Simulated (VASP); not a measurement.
Input:

```
Ga4As3Sb
1.0
    5.77511     0.00000     0.00000
    0.00000     5.77511     0.00000
    0.00000     0.00000     5.77511
Ga Sb As
4 1 3
Cartesian
  5.72569   5.72569   5.72569
  2.93698   2.93698   5.72569
  2.93698   5.72569   2.93698
  5.72569   2.93698   2.93698
  1.44378   1.44378   1.44378
  4.33133   4.33133   1.44378
  4.33133   1.44378   4.33133
  1.44378   4.33133   4.33133
```

These are PBEsol GGA, VASP's PBE PAW potentials (set 64) (plane waves; VASP) values and carry that method's errors. Run with 400 eV cut-off, Gaussian smearing of 0.050 eV, potentials Ga_d Sb As.

Question: Give the energies of bands 29 to 42 at the high-symmetry points, in eV from the Fermi level.

Answer: 
| band | Γ | X | M | R |
|---|---|---|---|---|
| 29 | -2.80 | -3.58 | -3.56 | -1.56 |
| 30 | -2.80 | -3.58 | -3.38 | -1.56 |
| 31 | -2.65 | -3.37 | -3.38 | -1.34 |
| 32 | -2.65 | -3.27 | -3.24 | -1.34 |
| 33 | -2.65 | -1.96 | -1.63 | -1.34 |
| 34 | -0.02 | -1.96 | -1.39 | -0.80 |
| 35 | 0.00 | -1.49 | -1.02 | -0.80 |
| 36 | 0.00 | -1.49 | -1.02 | -0.80 |
| 37 | 0.00 | 1.55 | 2.15 | 0.47 |
| 38 | 1.31 | 1.71 | 2.15 | 0.47 |
| 39 | 1.31 | 2.72 | 2.51 | 0.47 |
| 40 | 1.31 | 3.17 | 2.76 | 1.42 |
| 41 | 1.31 | 4.22 | 4.87 | 4.21 |
| 42 | 1.31 | 4.28 | 5.04 | 4.22 |

It has no gap at this level: it comes out as a metal or semimetal.

The structure was generated: Ga4As3Sb was put into an ordered model structure (P-43m), which need not be its known phase. It was relaxed first.
